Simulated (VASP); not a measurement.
Energy against volume of HfC (rock salt). These are SCAN meta-GGA, VASP's PBE PAW potentials (set 64) (plane waves; VASP) values and carry that method's errors. Run with 520 eV cut-off, 14×14×14 Γ-centred mesh, first-order Methfessel-Paxton smearing of 0.10 eV, potentials Hf_pv C.

```json
[
 {"V (Å³/atom)": "11.907", "E (eV/atom)": "-37.46980"},
 {"V (Å³/atom)": "12.275", "E (eV/atom)": "-37.47894"},
 {"V (Å³/atom)": "12.643", "E (eV/atom)": "-37.46988"},
 {"V (Å³/atom)": "13.012", "E (eV/atom)": "-37.44604"}
]
```

Fit these four points and predict the energy of the run at 11.539 Å³/atom.

A cubic in V^(−2/3), the third-order Birch-Murnaghan form, passes through the four points with V0 = 12.26 Å³/atom and B0 = 265 GPa, and gives -37.4381 eV/atom there. The run gave -37.4400 eV/atom, -1.8 meV/atom from the fit; all five points give B0 = 258 GPa.

The compound is HfC in the rock salt structure. It was relaxed first.
